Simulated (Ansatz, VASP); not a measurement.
# Ge (Germanium): VASP beside Ansatz

Aim: how closely do two programs agree when they are given the same cell, functional and k mesh? The cell is taken from a series of runs on this material, whose earlier steps may have relaxed, scaled, displaced or heated it; both programs get it as it stands.

Method: plane waves, with VASP 6.6.1 beside it; relaxation of cell and atoms at LDA, in Ansatz 0.2.0.

## Step 1: Set-up

It takes space group Fd-3m (No. 227, cubic). Conventional cell: a = 5.622 Å, b = 5.622 Å, c = 5.622 Å, α = 90.00°, β = 90.00°, γ = 90.00°. Nearest to Ge lie 4 Ge at 2.43 Å.

## Step 2: VASP: relaxation of cell and atoms, LDA

The relaxed volume is the usual yardstick between codes: in a stiff, nearly cubic crystal its relative difference is about their pressure difference at one cell divided by the bulk modulus.

Lines of VASP's logs that name or quote its potential files are left out, and so is its time.

Input file INCAR:

```
SYSTEM = Ge
PREC = Accurate
ENCUT = 500
EDIFF = 1E-07
NELM = 120
ISMEAR = 1
SIGMA = 0.2
LREAL = .FALSE.
ALGO = Normal
GGA = CA
NBANDS = 20
LORBIT = 11
LWAVE = .FALSE.
LCHARG = .FALSE.
ISIF = 3
IBRION = 2
NSW = 80
EDIFFG = -0.005
LASPH = .TRUE.
GGA_COMPAT = .FALSE.
NELMIN = 4
```

Input file POSCAR:

```
Ge
1.0
    0.0000000000      2.8109100000      2.8109100000
    2.8109100000      0.0000000000      2.8109100000
    2.8109100000      2.8109100000      0.0000000000
Ge
2
Direct
    0.0000000000      0.0000000000      0.0000000000
    0.2500000000      0.2500000000      0.2500000000
```

Input file KPOINTS:

```
Automatic mesh
0
Gamma
15 15 15
0 0 0
```

Potentials, in the order of the species: Ge_d (LDA family, release 64).

Started as:

```
$ mpirun -np 1 vasp_std
```

Numbers of over 12 decimals in the logs are rounded to 6 here.

What it wrote:

```text
[banner, memory and clock lines left out]
running    1 mpi-ranks, on    1 nodes
 distrk:  each k-point on    1 cores,    1 groups
 distr:  one band on    1 cores,    1 groups

 POSCAR found type information on POSCAR Ge
 POSCAR found :  1 types and       2 ions
 LDA part: xc-table for (Slater(with rela. corr.)+CA(PZ))
 , standard interpolation
 POSCAR, INCAR and KPOINTS ok, starting setup
 FFT: planning ... GRIDC
 FFT: planning ... GRID_SOFT
 FFT: planning ... GRID
 WAVECAR not read
 entering main loop
       N       E                     dE             d eps       ncg     rms          rms(c)
DAV:   1     0.179238308678E+03    0.17924E+03   -0.14640E+04  5176   0.369E+03
DAV:   2     0.143036428251E+02   -0.16493E+03   -0.16046E+03  4816   0.589E+02
DAV:   3    -0.980120819024E+01   -0.24105E+02   -0.23935E+02  5388   0.142E+02
DAV:   4    -0.105615157331E+02   -0.76031E+00   -0.75978E+00  5380   0.295E+01
DAV:   5    -0.105741928175E+02   -0.12677E-01   -0.12677E-01  5356   0.412E+00    0.336E+00
DAV:   6    -0.104521722347E+02    0.12202E+00   -0.39015E-02  5316   0.168E+00    0.193E+00
DAV:   7    -0.103909715869E+02    0.61201E-01   -0.79787E-02  5076   0.211E+00    0.141E-01
DAV:   8    -0.103916731872E+02   -0.70160E-03   -0.57535E-03  5428   0.891E-01    0.442E-02
DAV:   9    -0.103916978781E+02   -0.24691E-04   -0.10310E-04  6136   0.125E-01    0.143E-02
DAV:  10    -0.103916946475E+02    0.32306E-05   -0.10491E-05  6656   0.438E-02    0.416E-03
DAV:  11    -0.103916943590E+02    0.28859E-06   -0.11585E-06  5160   0.862E-03    0.167E-03
DAV:  12    -0.103916943726E+02   -0.13625E-07   -0.45544E-08  3608   0.339E-03
   1 F= -.10391694E+02 E0= -.10391753E+02  d E =-.103917E+02
 curvature:   0.00 expect dE= 0.000E+00 dE for cont linesearch  0.000E+00
 trial: gam= 0.00000 g(F)=  0.161E-44 g(S)=  0.219E-04 ort = 0.000E+00 (trialstep = 0.100E+01)
 search vector abs. value=  0.219E-04
 bond charge predicted
       N       E                     dE             d eps       ncg     rms          rms(c)
DAV:   1    -0.103922015158E+02   -0.50716E-03   -0.65347E-03  6624   0.156E+00    0.131E-01
DAV:   2    -0.103918303059E+02    0.37121E-03   -0.47734E-04  6284   0.428E-01    0.646E-02
DAV:   3    -0.103917125320E+02    0.11777E-03   -0.18040E-04  6456   0.230E-01    0.158E-02
DAV:   4    -0.103917040370E+02    0.84949E-05   -0.21773E-05  6280   0.893E-02    0.338E-03
DAV:   5    -0.103917038575E+02    0.17956E-06   -0.16037E-06  5424   0.238E-02    0.246E-03
DAV:   6    -0.103917038469E+02    0.10559E-07   -0.86227E-08  3092   0.571E-03
   2 F= -.10391704E+02 E0= -.10391760E+02  d E =-.947435E-05
 trial-energy change:   -0.000009  1 .order   -0.000005   -0.000022    0.000011
 step:   0.7882(harm=  0.6648)  dis= 0.00000  next Energy=   -10.391705 (dE=-0.106E-04)
 reached required accuracy - stopping structural energy minimisation
```

OUTCAR, selected parts (step 2):

```text
ion  position               nearest neighbor table
   1  0.000  0.000  0.000-   2 2.43   2 2.43   2 2.43   2 2.43
   2  0.250  0.250  0.250-   1 2.43   1 2.43   1 2.43   1 2.43

  LATTYP: Found a face centered cubic cell.
 ALAT       =     5.6218200000

 Subroutine GETGRP returns: Found 48 space group operations
 (whereof 24 operations were pure point group operations)

The static configuration has the point symmetry T_d .
 The point group associated with its full space group is O_h .

 Found    120 irreducible k-points:

   k-points           NKPTS =    120   k-points in BZ     NKDIM =    120   number of bands    NBANDS=     20

   dimension x,y,z NGX =    30 NGY =   30 NGZ =   30
   dimension x,y,z NGXF=    60 NGYF=   60 NGZF=   60

   ENCUT  =  500.0 eV  36.75 Ry    6.06 a.u.   7.25  7.25  7.25*2*pi/ulx,y,z

   NELECT =      28.0000    total number of electrons

 k-points in reciprocal lattice and weights: Automatic mesh
   0.00000000  0.00000000  0.00000000       0.000
   0.06666667  0.00000000  0.00000000       0.002
   0.13333333  0.00000000  0.00000000       0.002
   0.20000000  0.00000000  0.00000000       0.002
   0.26666667  0.00000000  0.00000000       0.002
   0.33333333  0.00000000  0.00000000       0.002
   0.40000000  0.00000000  0.00000000       0.002
   0.46666667  0.00000000  0.00000000       0.002
   0.06666667  0.06666667  0.00000000       0.002
[...]
-0.33333333  0.46666667  0.20000000       0.007
  -0.26666667  0.46666667  0.20000000       0.007

 average (electrostatic) potential at core
       1 -75.2516       2 -75.2516

 E-fermi :   4.9309

 k-point     1 :       0.0000    0.0000    0.0000
  band No.  band energies     occupation
    ...
     11      -8.0417      2.00000
     12       4.8988      1.26780
     13       4.8988      1.26780
     14       4.8988      1.26780
     15       4.9188      1.10181
     16       7.4340     -0.00000
     17       7.4340     -0.00000
     18       7.4340     -0.00000
     19      11.1513      0.00000
     20      14.4982      0.00000

 k-point     2 :       0.0667    0.0000    0.0000
  band No.  band energies     occupation
    ...
     10     -19.7891      2.00000
     11      -7.9865      2.00000
     12       3.6705      2.00000
     13       4.7846      1.94072
     14       4.7846      1.94072
     15       5.7575     -0.00000
     16       7.5852     -0.00000
     17       7.5852     -0.00000
     18       7.6736     -0.00000
     19      11.4637      0.00000
    ...

 k-point     3 :       0.1333    0.0000    0.0000
  band No.  band energies     occupation
    ...
     10     -19.7823      2.00000
     11      -7.8220      2.00000
     12       2.3443      2.00000
     13       4.5174      2.01278
     14       4.5174      2.01278
     15       5.9029     -0.00000
     16       7.9407     -0.00000
     17       7.9407     -0.00000
     18       8.5025     -0.00000
     19      12.2223      0.00000
    ...

  Total       -0.0087667     -0.0087667     -0.0087667     -0.0000000      0.0000000     -0.0000000
  in kB       -0.3158130     -0.3158130     -0.3158130     -0.0000000      0.0000000     -0.0000000
  external PRESSURE =      -0.3158130 kB  Pullay stress =       0.0000000 kB

  energy-cutoff  :      500.00
  volume of cell :       44.48
      direct lattice vectors                 reciprocal lattice vectors
    -0.000000000  2.812088834  2.812088834    -0.177803771  0.177803771  0.177803771
     2.812088834  0.000000000  2.812088834     0.177803771 -0.177803771  0.177803771
     2.812088834  2.812088834  0.000000000     0.177803771  0.177803771 -0.177803771

 POSITION                                       TOTAL-FORCE (eV/Angst)
 -----------------------------------------------------------------------------------
      5.62418      2.81209      2.81209        -0.000000     -0.000000     -0.000000
      1.40604      1.40604      1.40604         0.000000      0.000000      0.000000
 -----------------------------------------------------------------------------------
    total drift:                                0.000000      0.000000      0.000000

  FREE ENERGIE OF THE ION-ELECTRON SYSTEM (eV)
  ---------------------------------------------------
  free  energy   TOTEN  =       -10.3917038469 eV

  energy  without entropy=      -10.3918716863  energy(sigma->0) =      -10.39175979

 reached required accuracy - stopping structural energy minimisation

 total charge
# of ion       s       p       d       tot
------------------------------------------
    1        1.139   1.282  10.026  12.447
    2        1.139   1.282  10.026  12.447
--------------------------------------------------
tot          2.279   2.564  20.052  24.895

[... 3 further parts left out ...]
```

CONTCAR:

```
Ge
   1.00000000000000
    -0.0000000000000000    2.8120888335466812    2.8120888335466812
     2.8120888335466812    0.0000000000000000    2.8120888335466812
     2.8120888335466812    2.8120888335466812    0.0000000000000000
  Ge
     2
Direct
     0.0000000000000000    1.0000000000000000    1.0000000000000000
     0.2500000000000000    0.2500000000000000    0.2500000000000000
```

## Step 3: Ansatz: relaxation of cell and atoms, LDA

Ansatz runs on its default PAW (the set named soft_2) files.

The same cell, functional (in two slightly different forms), mesh and smearing now go to Ansatz, which takes its cutoff from its data sets.

Input file input.yaml:

```yaml
crystal:
  lattice:
    - [0.0, 2.8109102545, 2.8109102545]
    - [2.8109102545, 0.0, 2.8109102545]
    - [2.8109102545, 2.8109102545, 0.0]
  atoms:
    - { symbol: Ge, position: [0.0, 0.0, 0.0] }
    - { symbol: Ge, position: [0.25, 0.25, 0.25] }
kpoints:
  mp_grid: { grid: [15, 15, 15] }
hamiltonian:
  xc: lda
scf:
  occupations: { method: methfessel_paxton, width: 0.2 }
output:
  forces: true
  stress: true
  eigenvalues: true
relax:
  adjacent_minimum: "off"
  f_tol: 0.001
  max_steps: 60
  cell: { stress_tol: 0.01 }
```

Started as:

```
$ ansatz run input.yaml --threads 16 --pin off --max-ram 30720MiB --backend cpu --events-out ev --progress --plain --runs-dir out
```

What it wrote:

```text
Engine: ansatz 0.2.0, aarch64-unknown-linux-gnu
Pseudopotentials: kind: paw
Pseudopotential: Ge, paw, valence charge 14, recommended cutoff 420 eV (normal), Ge.paw.azcp
Functional definition: SPW92
  exchange = slater_x
  correlation = pw_c
Crystal: 2 atoms, lattice volume = 44.419 Å³
Basis set: ecut = 420 eV, 893 PW (Γ)
Bands: 18, of which v1, the nominal top of the filled ones, is band 14 counted from 1 (13 counted from 0)
Symmetry: 48 space group operations
Space group: Fd-3m (ITA 227), of the structure as read, at distance tolerance 3.5e-5 Å
k-points: 120 of 3375
Non-local potential: Ge, projectors of the file, l = 0: 2, l = 1: 2, l = 2: 3, l = 3: 1
PAW form: soft (Blöchl's): semilocal exchange-correlation on the pseudo side does not see the compensation charge
PAW frozen core: Ge, regenerated for the run's functional, and the local potential with it (the file was generated under x = pbe(κ = 0.804, μ = 0.219515), c = pbe(β = 0.066725))
PAW one-centre angular grid: Ge, 590 points (default); XC on 64 Gauss nodes
Initial density: superposition of atomic densities (neutral atoms: chi_scale 0, normalization atom), corrected by the library's trained network
Initial wavefunctions: pseudopotential atomic-orbital guess
Functional: x = slater, c = lda
SCF iter   1: F=—  HF=-8431.442101 eV  |F-HF|=—  |Δ(HF+E_count)|=         —  Δρ=4.99e-3  dr2=4.37e-3  ethr=1.77e-3  ⟨swp⟩=5.0  Hψ=9246  notcnv=0
preconditioner: auto → Kerker (q_TF=auto, 2.526 Å⁻¹)  [metal: Δε(μ)=0.113 eV  Ē_g=23.547 eV  σ=0.200 eV  W_gap=0.44  n_scr=14 (ndim 8)  ℏωp=29.5 eV  f_vac=0.074  D(μ)=0.05/eV (n_scr^D=0)]
SCF iter   2: F=—  HF=-8431.440296 eV  |F-HF|=—  |Δ(HF+E_count)|=   1.81e-3  S|Δr|=    0.00e0  Δρ=3.01e-3  dr2=1.65e-3  ethr=1.56e-5  ⟨swp⟩=1.6  Hψ=3397  notcnv=0
SCF iter   3: F=—  HF=-8431.440190 eV  |F-HF|=—  |Δ(HF+E_count)|=   1.05e-4  S|Δr|=    0.00e0  Δρ=5.97e-4  dr2=1.07e-4  ethr=5.88e-6  ⟨swp⟩=2.0  Hψ=3360  notcnv=0
SCF iter   4: F=—  HF=-8431.440163 eV  |F-HF|=—  |Δ(HF+E_count)|=   2.73e-5  S|Δr|=    0.00e0  Δρ=2.49e-4  dr2=2.31e-5  ethr=3.81e-7  ⟨swp⟩=2.0  Hψ=3842  notcnv=0
SCF iter   5: F=—  HF=-8431.440141 eV  |F-HF|=—  |Δ(HF+E_count)|=   2.19e-5  S|Δr|=    0.00e0  Δρ=1.82e-4  dr2=9.96e-6  ethr=8.26e-8  ⟨swp⟩=2.0  Hψ=3841  notcnv=0
SCF iter   6: F=—  HF=-8431.440139 eV  |F-HF|=—  |Δ(HF+E_count)|=   1.70e-6  S|Δr|=    0.00e0  Δρ=4.03e-5  dr2=9.02e-7  ethr=3.56e-8  ⟨swp⟩=2.0  Hψ=3516  notcnv=0
SCF iter   7: F=—  HF=-8431.440139 eV  |F-HF|=—  |Δ(HF+E_count)|=   5.60e-8  S|Δr|=    0.00e0  Δρ=2.44e-5  dr2=1.68e-7  ethr=3.22e-9  ⟨swp⟩=2.0  Hψ=2547  notcnv=0
SCF iter   8: F=-8431.440139 eV  HF=-8431.440139 eV  |F-HF|=4.14e-8  |Δ(HF+E_count)|=   1.33e-7  S|Δr|=    0.00e0  Δρ=9.08e-6  dr2=1.74e-8  ethr=3.57e-10  ⟨swp⟩=4.0  Hψ=7628  notcnv=0
SCF 1 converged in 8 iterations: F = -8431.440139 eV  dr2 = 1.74e-8
  greatest PAW one-centre occupation: 0.998 electrons in one spin orbital (limit 2), on the Ge atom at site 1 (counted from 0), in its partial waves of l = 2
relax step   1: F+E_penalty+E_count = -8431.44013911 eV  Δ(F+E_penalty+E_count) = +0.000e0 eV  max|allowed force component| = 9.252e-18 eV/Å  Δτ_max = 0.0000 Å  P = +0.010 GPa  Ω = 44.419 Å³  (8 SCF iters, dr2 threshold 1.00e-7 eV, accepted)
[...]
relax step   2: F+E_penalty+E_count = -8431.44013849 eV  Δ(F+E_penalty+E_count) = +6.172e-7 eV  max|allowed force component| = 7.112e-17 eV/Å  Δτ_max = 0.0000 Å  P = +0.002 GPa  Ω = 44.424 Å³  energy of the carried Pulay correction = -8.377e-7 eV  (4 SCF iters, dr2 threshold 2.64e-10 eV, accepted)
[...]
relax step   3: F+E_penalty+E_count = -8431.44013849 eV  Δ(F+E_penalty+E_count) = -2.728e-11 eV  max|allowed force component| = 4.799e-17 eV/Å  Δτ_max = 0.0000 Å  P = +0.002 GPa  Ω = 44.424 Å³  stress off target by 2.23e-3 GPa  SCF on the basis re-selected at this cell (its energy is not comparable with the rows above)  (7 SCF iters)
basis re-selected at this cell: Δ(F+E_penalty+E_count) = -2.728e-11 eV, ΔP = +0.000 GPa vs the last step (what re-selecting the basis moved, of the pressure what is left beyond the Pulay correction that the steps carried, after the strain that the cell walked since its last selection, with what the two solves' SCF thresholds leave and, on support functions, any second-order correction that the steps lacked; it is no  [...]
SCF converged after 7 iterations
Stability not checked: this state was not tested for a lower state beside it, because cold or Methfessel-Paxton smearing, or corrected tetrahedra, fill the levels in a way that the test cannot read (fill_not_monotonic; see scf.lower_state_search)
Free energy (F): -8431.440138 eV
Harris-Foulkes:  -8431.440138 eV  (|F-HF|=1.82e-12)
Internal energy: -8431.440273 eV  (E = F + TS)
E sigma→0 (E₀):  -8431.440172 eV
Entropy (-TS):   0.000135 eV (0.067 meV/atom)
Fermi energy:    8.537750 eV
Step filling:    the computed levels leave a gap of 0.0000 eV = 0.0 smearing widths at the electron count; against every level under it full and every level over it empty, smearing changes F+E_penalty+E_count by +0.102 meV and its σ→0 estimate by +0.068 meV
--- Per-component energies (eV) ---
  E_band       = -303.736176
  E_kinetic    = 224.574283
  E_local      = -4924.173798  (includes V_loc(G=0)·N_el)
  E_nonlocal   = 843.433318
  E_hartree    = 2158.767400
  E_xc         = -150.870283
  E_vxc        = -130.854292  (∫ρ·V_xc dr)
  E_paw        = -3882.749414  (= ΣΔE_a)
  E_vpaw       = -634.251150  (= ΣTr[D̂ρ^β])
  E_aug_tail   = 0.000604  (compensation charges beyond the density's cutoff)
  E_ewald      = -2704.239036
  E_core_change = 3.816652  (= ΣΔE_core)
  E_smearing   = 0.000135  (= −TS)
  E_closure    = -0.000000  (closes the sum)
  Σ components = -8431.440138   (vs F -8431.440138, Δ=0.00e0)
--- Forces (eV/Å), atoms counted from 1 ---
  atom   1  Ge    -0.00000000    -0.00000000    -0.00000000
  atom   2  Ge     0.00000000    -0.00000000     0.00000000
  max |Σ_I F_I| component: 3.70e-17 eV/Å
--- Stress (GPa, compression-positive) ---
        0.002227       0.000000       0.000000
        0.000000       0.002227      -0.000000
        0.000000      -0.000000       0.002227
  P = ⅓ Tr σ = 0.0022 GPa (0.022 kbar)
--- Band table (eV; the first three rows and the last of 120) ---
  k-point 0: bands = [... 10 lower, -4.4500, 8.4970, 8.5136, 8.5136, 8.5136, 11.0497, 11.0497, 11.0497]
  k-point 1: bands = [... 10 lower, -4.3947, 7.2690, 8.3994, 8.3994, 9.3530, 11.2008, 11.2008, 11.2873]
  k-point 2: bands = [... 10 lower, -4.2301, 5.9439, 8.1322, 8.1322, 9.5007, 11.5561, 11.5561, 12.1112]
  k-point 119: bands = [... 10 lower, -0.6822, -0.1167, 4.3027, 4.7870, 12.0393, 13.1033, 13.4639, 13.4959]
--- Relaxed structure (2 steps of the walk, 2 accepted, 1 SCFs on fresh bases) ---
  F+E_penalty+E_count = -8431.44013849 eV   max|allowed force component| = 4.799e-17 eV/Å   (the final SCF, on the basis selected at the relaxed cell)
  cell:  # Å, volume = 44.4243 Å³
    - [0, 2.811017, 2.811017]
    - [2.811017, 0, 2.811017]
    - [2.811017, 2.811017, 0]
  atoms:
    - { symbol: Ge, position: [0, 0, 0] }
    - { symbol: Ge, position: [0.25, 0.25, 0.25] }
```

## Step 4: Differences

Known differences besides the potentials themselves: the two LDA forms differ slightly; the cutoff is 420 eV in Ansatz and 500 eV in VASP; VASP's log shows a relativistic correction to its local exchange, Ansatz's none; Ansatz adds a Pulay correction to the stress that steers its cell, VASP none. Total energies have different zeros and are not compared.

Both answers:

```tsv
quantity	Ansatz	VASP	difference
volume (Å³)	44.42	44.48	-0.11 %
edge a after relaxation, in the typed setting (Å)	3.975	3.977	-0.04 %
```

## Step 5: Outcome

| Quantity | Value |
| --- | --- |
| difference in volume (relaxation of cell and atoms, LDA) | -0.11 % |

In words: The difference in volume is -0.11 % (relaxation of cell and atoms, LDA), within the 1.2 % picked in this series as the mark of a large difference, as far as the stopping tolerances let one tell. Such differences can come from data sets, numerical settings and the points named under the comparisons, not from the functional's error against experiment.

[Lines on the potential files, build, host, timing and source positions are cut from VASP's logs without a mark.]

[Logs are printed without paths, hosts, clocks, repeated set-up lines and the standing remarks that a program may print on its own settings, such as how far it seeks lower states.]

[Hosts, paths, dates, database ids (printed as entryN), source tags and the programs' standing remarks are cut or masked in the printed files.]
